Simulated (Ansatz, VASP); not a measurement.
# Ni (Ni(110)-(1x2) missing row) in two plane-wave programs, part 2 of 2

One calculation is typed for both programs; each brings its own data sets. How far apart do they land? The cell is taken from a series of runs on this material, whose earlier steps may have relaxed, scaled, displaced or heated it; both programs get it as it stands.

VASP 6.6.1 and Ansatz 0.2.0.

So far: The structure; Ansatz: single point, PBE with D3(BJ).

### Step 3. VASP: single point, PBE with D3(BJ)

Level of this step: PBE with D3(BJ), spin-polarised from a ferromagnetic start; plane waves and PAW (Ni) (VASP).

The same cell, functional, mesh and smearing now go to VASP, with its own data sets.

Lines of VASP's logs that name or quote its potential files are left out, and so is its time.

INCAR

```
SYSTEM = Ni
PREC = Accurate
ENCUT = 520
EDIFF = 1E-06
NELM = 200
ISMEAR = -1
SIGMA = 0.05
LREAL = .FALSE.
ALGO = Normal
GGA = PE
IVDW = 12
NBANDS = 64
ISPIN = 2
MAGMOM = 0.78 0.8 0.7 0.7 0.79 0.71 0.75 0.75 0.76
LASPH = .TRUE.
LMAXMIX = 4
LORBIT = 11
LWAVE = .FALSE.
LCHARG = .FALSE.
ISIF = 2
LDIPOL = .TRUE.
IDIPOL = 3
DIPOL = 0.5 0.5 0.486
LVHAR = .TRUE.
GGA_COMPAT = .FALSE.
NELMDL = -8
KPAR = 2
```

POSCAR

```
Ni
1.0
    7.0400000000      0.0000000000      0.0000000000
    0.0000000000      2.4890158698      0.0000000000
    0.0000000000      0.0000000000     21.9780317396
Ni
9
Direct
    0.0000000000      0.0000000000      0.3867498282
    0.5000000000      0.0000000000      0.3867498282
    0.2500000000      0.5000000000      0.4433749141
    0.7500000000      0.5000000000      0.4433749141
    0.0000000000      0.0000000000      0.4976569845
    0.5000000000      0.0000000000      0.4994084304
    0.2546579355      0.5000000000      0.5551384399
    0.7453420645      0.5000000000      0.5551384399
    0.0000000000      0.0000000000      0.6045235244
```

KPOINTS

```
Automatic mesh
0
Gamma
10 24 1
0 0 0
```

The projector-augmented-wave data sets are Ni (PBE family, release 64).

Launch:

```sh
$ mpirun -np 2 vasp_std
```

Numbers of over 12 decimals in the logs are rounded to 6 here.

The log of the run:

```text
[banner, memory and clock lines left out]
running    2 mpi-ranks, on    1 nodes
 distrk:  each k-point on    1 cores,    2 groups
 distr:  one band on    1 cores,    1 groups

 POSCAR found type information on POSCAR Ni
 POSCAR found :  1 types and       9 ions
 LDA part: xc-table for (Slater+PW92), standard interpolation
 POSCAR, INCAR and KPOINTS ok, starting setup
 FFT: planning ... GRIDC
 FFT: planning ... GRID_SOFT
 FFT: planning ... GRID
 WAVECAR not read
 entering main loop
       N       E                     dE             d eps       ncg     rms          rms(c)
DAV:   1     0.619727872253E+03    0.61973E+03   -0.37629E+04 19992   0.136E+03
DAV:   2    -0.805261878687E+01   -0.62778E+03   -0.59541E+03 20016   0.312E+02
DAV:   3    -0.512707092107E+02   -0.43218E+02   -0.40604E+02 22104   0.117E+02
DAV:   4    -0.521041588795E+02   -0.83345E+00   -0.83059E+00 22576   0.184E+01
DAV:   5    -0.521212254613E+02   -0.17067E-01   -0.17066E-01 30184   0.164E+00
DAV:   6    -0.521215436279E+02   -0.31817E-03   -0.31816E-03 27608   0.196E-01
DAV:   7    -0.521215677401E+02   -0.24112E-04   -0.24112E-04 30072   0.342E-02
DAV:   8    -0.521215687978E+02   -0.10577E-05   -0.10577E-05 17112   0.565E-03    0.271E+01
DAV:   9    -0.538165613223E+02   -0.16950E+01   -0.82221E+01 22536   0.116E+02    0.416E+01
DAV:  10    -0.541813462261E+02   -0.36478E+00   -0.82447E+01 22440   0.141E+02    0.397E+01
DAV:  11    -0.643452709393E+02   -0.10164E+02   -0.38588E+01 23520   0.109E+02    0.598E+01
DAV:  12    -0.493870258220E+02    0.14958E+02   -0.68079E+01 25184   0.453E+01    0.313E+01
DAV:  13    -0.444830450041E+02    0.49040E+01   -0.13464E+01 24376   0.545E+01    0.149E+01
DAV:  14    -0.462939286893E+02   -0.18109E+01   -0.17150E+01 21992   0.698E+01    0.241E+01
[...]
DAV:  42    -0.442151417768E+02   -0.77528E-05   -0.40524E-07 14008   0.481E-03    0.759E-03
DAV:  43    -0.442151546913E+02   -0.12914E-04   -0.25767E-07 13392   0.558E-03    0.102E-02
DAV:  44    -0.442151638704E+02   -0.91791E-05   -0.16170E-07 13176   0.462E-03    0.719E-03
DAV:  45    -0.442151711061E+02   -0.72357E-05   -0.14189E-07 13800   0.391E-03    0.407E-03
DAV:  46    -0.442151749542E+02   -0.38481E-05   -0.65088E-08 13736   0.207E-03    0.290E-03
DAV:  47    -0.442151772408E+02   -0.22865E-05   -0.30347E-08 13736   0.163E-03    0.182E-03
DAV:  48    -0.442151789785E+02   -0.17377E-05   -0.30404E-08 13680   0.171E-03    0.572E-04
DAV:  49    -0.442151799734E+02   -0.99493E-06   -0.37506E-08 13664   0.911E-04
   1 F= -.46804320E+02 E0= -.46731076E+02  d E =-.146489E+00  mag=     6.3085
```

OUTCAR, selected parts (step 3):

```text
ion  position               nearest neighbor table
   1  0.000  0.000  0.387-   5 2.44   4 2.49   3 2.49   3 2.49   4 2.49
   2  0.500  0.000  0.387-   6 2.48   4 2.49   3 2.49   3 2.49   4 2.49
   3  0.250  0.500  0.443-   7 2.46   5 2.46   5 2.46   6 2.48   6 2.48   1 2.49   2 2.49   2 2.49
                             1 2.49
   4  0.750  0.500  0.443-   8 2.46   5 2.46   5 2.46   6 2.48   6 2.48   1 2.49   2 2.49   2 2.49
                             1 2.49
   5  0.000  0.000  0.498-   9 2.35   1 2.44   4 2.46   3 2.46   3 2.46   4 2.46   8 2.52   7 2.52
                             7 2.52   8 2.52
   6  0.500  0.000  0.499-   7 2.46   8 2.46   7 2.46   8 2.46   2 2.48   3 2.48   4 2.48   3 2.48
                             4 2.48
   7  0.255  0.500  0.555-   9 2.44   9 2.44   6 2.46   6 2.46   3 2.46   5 2.52   5 2.52
   8  0.745  0.500  0.555-   9 2.44   9 2.44   6 2.46   6 2.46   4 2.46   5 2.52   5 2.52
   9  0.000  0.000  0.605-   5 2.35   7 2.44   8 2.44   7 2.44   8 2.44

  LATTYP: Found a simple orthorhombic cell.
 ALAT       =     2.4890158698
 B/A-ratio  =     2.8284271247
 C/A-ratio  =     8.8300086819

 Subroutine GETGRP returns: Found  4 space group operations
 (whereof  4 operations were pure point group operations)

The static configuration has the point symmetry C_2v.

 Found     78 irreducible k-points:

   k-points           NKPTS =     78   k-points in BZ     NKDIM =     78   number of bands    NBANDS=     64

   dimension x,y,z NGX =    54 NGY =   20 NGZ =  168
   dimension x,y,z NGXF=   108 NGYF=   40 NGZF=  336

   ENCUT  =  520.0 eV  38.22 Ry    6.18 a.u.  13.09  4.63 40.86*2*pi/ulx,y,z

   NELECT =      90.0000    total number of electrons

 k-points in reciprocal lattice and weights: Automatic mesh
   0.00000000  0.00000000  0.00000000       0.004
   0.10000000  0.00000000  0.00000000       0.008
   0.20000000  0.00000000  0.00000000       0.008
   0.30000000  0.00000000  0.00000000       0.008
   0.40000000  0.00000000  0.00000000       0.008
   0.50000000  0.00000000  0.00000000       0.004
   0.00000000  0.04166667  0.00000000       0.008
   0.10000000  0.04166667  0.00000000       0.017
   0.20000000  0.04166667  0.00000000       0.017
[...]
0.40000000  0.50000000  0.00000000       0.008
   0.50000000  0.50000000  0.00000000       0.004

 dipolmoment           0.000000      0.000000      0.021659 electrons x Angstroem

 average (electrostatic) potential at core
       1 -91.9644       2 -91.9824       3 -92.3049       4 -92.3049       5 -92.4628
       6 -92.3608       7 -92.1362       8 -92.1362       9 -92.0494

 E-fermi :  -0.9701

 spin component 1
 k-point     1 :       0.0000    0.0000    0.0000
  band No.  band energies     occupation
    ...
     48      -1.5725      0.99999
     49      -1.5694      0.99999
     50      -1.4332      0.99990
     51      -1.0565      0.84929
     52      -0.9966      0.62940
     53       0.0726      0.00000
     54       0.5500      0.00000
     55       1.0928      0.00000
     56       2.7423      0.00000
     57       3.0945      0.00000
    ...

 k-point     2 :       0.1000    0.0000    0.0000
  band No.  band energies     occupation
    ...
     47      -1.6007      1.00000
     48      -1.5755      0.99999
     49      -1.5541      0.99999
     50      -1.4383      0.99991
     51      -1.2482      0.99617
     52      -0.5773      0.00039
     53      -0.0820      0.00000
     54       0.6094      0.00000
     55       1.2032      0.00000
     56       2.7445      0.00000
    ...

 k-point     3 :       0.2000    0.0000    0.0000
  band No.  band energies     occupation
    ...
     47      -1.5747      0.99999
     48      -1.5617      0.99999
     49      -1.5336      0.99999
     50      -1.4508      0.99993
     51      -1.2200      0.99329
     52      -0.4260      0.00002
     53       0.0493      0.00000
     54       0.6730      0.00000
     55       1.4211      0.00000
     56       2.3365      0.00000
    ...

 k-point     4 :       0.3000    0.0000    0.0000
  band No.  band energies     occupation
    ...
     47      -1.5737      0.99999
     48      -1.5263      0.99999
     49      -1.4606      0.99995
     50      -1.4350      0.99991
     51      -0.9701      0.50020
     52      -0.6599      0.00202
     53       0.6089      0.00000
     54       0.7425      0.00000
     55       1.5206      0.00000
     56       1.7744      0.00000
    ...

 k-point     5 :       0.4000    0.0000    0.0000
  band No.  band energies     occupation
    ...
     46      -1.5872      1.00000
     47      -1.5728      0.99999
     48      -1.5330      0.99999
     49      -1.4612      0.99995
     50      -1.3778      0.99971
     51      -0.8822      0.14695
     52      -0.4574      0.00004
     53       0.6636      0.00000
     54       0.8642      0.00000
     55       1.2634      0.00000
    ...

 k-point     6 :       0.5000    0.0000    0.0000
  band No.  band energies     occupation
    ...
     46      -1.5855      1.00000
     47      -1.5725      0.99999
     48      -1.5379      0.99999
     49      -1.4600      0.99994
     50      -1.3564      0.99956
     51      -0.9427      0.36623
     52       0.1231      0.00000
     53       0.1313      0.00000
     54       0.7880      0.00000
     55       1.3665      0.00000
    ...

 Edisp (eV)   -2.58914

  Total      -7.02071    -7.19245    -1.88309     0.00000     0.00000     0.00000
  in kB     -29.20804   -29.92253    -7.83418     0.00000     0.00000     0.00000
  external pressure =      -22.32 kB  Pullay stress =        0.00 kB

  energy-cutoff  :      520.00
  volume of cell :      385.11
      direct lattice vectors                 reciprocal lattice vectors
     7.040000000  0.000000000  0.000000000     0.142045455  0.000000000  0.000000000
     0.000000000  2.489015870  0.000000000     0.000000000  0.401765217  0.000000000
     0.000000000  0.000000000 21.978031740     0.000000000  0.000000000  0.045499980

 POSITION                                       TOTAL-FORCE (eV/Angst)
 -----------------------------------------------------------------------------------
      0.00000      0.00000      8.50000         0.000000      0.000000      0.593140
      3.52000      0.00000      8.50000         0.000000      0.000000      0.692225
      1.76000      1.24451      9.74451         0.060207     -0.000000     -0.565778
      5.28000      1.24451      9.74451        -0.060207      0.000000     -0.565778
      0.00000      0.00000     10.93752         0.000000      0.000000     -0.045782
      3.52000      0.00000     10.97601         0.000000      0.000000     -0.086818
      1.79279      1.24451     12.20085        -0.005239      0.000000      0.010808
      5.24721      1.24451     12.20085         0.005239      0.000000      0.010808
      0.00000      0.00000     13.28624         0.000000      0.000000     -0.042826
 -----------------------------------------------------------------------------------
    total drift:                                0.000000      0.000000     -0.000485

  FREE ENERGIE OF THE ION-ELECTRON SYSTEM (eV)
  ---------------------------------------------------
  free  energy   TOTEN  =       -46.8043202041 eV

  energy  without entropy=      -46.6578312581  energy(sigma->0) =      -46.73107573

 vacuum level on the upper side and lower side of the slab         3.705         3.481

 total charge
# of ion       s       p       d       tot
------------------------------------------
    1        0.464   0.293   8.330   9.087
    2        0.460   0.293   8.323   9.077
    3        0.493   0.471   8.307   9.272
    4        0.493   0.471   8.307   9.272
    5        0.495   0.507   8.315   9.317
    6        0.507   0.479   8.304   9.290
    7        0.484   0.391   8.314   9.189
    8        0.484   0.391   8.314   9.189
    9        0.502   0.323   8.334   9.159
--------------------------------------------------
tot          4.382   3.618  74.850  82.851

 magnetization (x)
# of ion       s       p       d       tot
------------------------------------------
    1        0.002  -0.012   0.764   0.754
    2       -0.001  -0.018   0.786   0.767
    3       -0.007  -0.026   0.693   0.660
    4       -0.007  -0.026   0.693   0.660
    5       -0.007  -0.026   0.775   0.741
    6       -0.008  -0.027   0.693   0.658
    7       -0.004  -0.022   0.737   0.710
    8       -0.004  -0.022   0.737   0.710
    9       -0.001  -0.015   0.745   0.729
--------------------------------------------------
tot         -0.038  -0.195   6.622   6.389

[... 6 further parts left out ...]
```

### Step 4. Side by side

Known differences besides the potentials themselves: VASP starts from the moments at which Ansatz ended; the data sets hold 162 valence electrons in Ansatz (on its default PAW (the set named soft_2) files) and 90 in VASP; the cutoff is 420 eV in Ansatz and 520 eV in VASP; site moments are counted in spheres of each program's own size. Total energies have different zeros and are not compared.

The two programs side by side:

```
                                   quantity  Ansatz  VASP  difference
                          total moment (μB)    6.45  6.31       +0.14
                         moment on Ni2 (μB)    0.80  0.77       +0.03
                         moment on Ni1 (μB)    0.78  0.75       +0.03
                         moment on Ni5 (μB)    0.79  0.74       +0.05
                         moment on Ni9 (μB)    0.76  0.73       +0.03
                         moment on Ni8 (μB)    0.75  0.71       +0.04
                         moment on Ni7 (μB)    0.75  0.71       +0.04
                         moment on Ni4 (μB)    0.70  0.66       +0.04
                         moment on Ni3 (μB)    0.70  0.66       +0.04
 work function, lower of the two faces (eV)    4.46  4.45       +0.01
work function, higher of the two faces (eV)    4.69  4.68       +0.02
```

With vacuum in the cell, a pressure given here is an average over mostly empty space and none of the material.

### Step 5. What came out

```
difference in work function, higher of the two faces (single point, PBE with D3(BJ)) : 0.016 eV
```

In words: The difference in work function, higher of the two faces is 0.016 eV (single point, PBE with D3(BJ)). The data sets hold unlike numbers of valence electrons (162 in Ansatz and 90 in VASP), so part of the differences comes from the potentials. How closely two codes agree says nothing of how well the functional describes the real material.

[Lines on the potential files, build, host, timing and source positions are cut from VASP's logs without a mark.]

[Logs are printed without paths, hosts, clocks, repeated set-up lines and the standing remarks that a program may print on its own settings, such as how far it seeks lower states.]

[Hosts, paths, dates, database ids (printed as entryN), source tags and the programs' standing remarks are cut or masked in the printed files.]
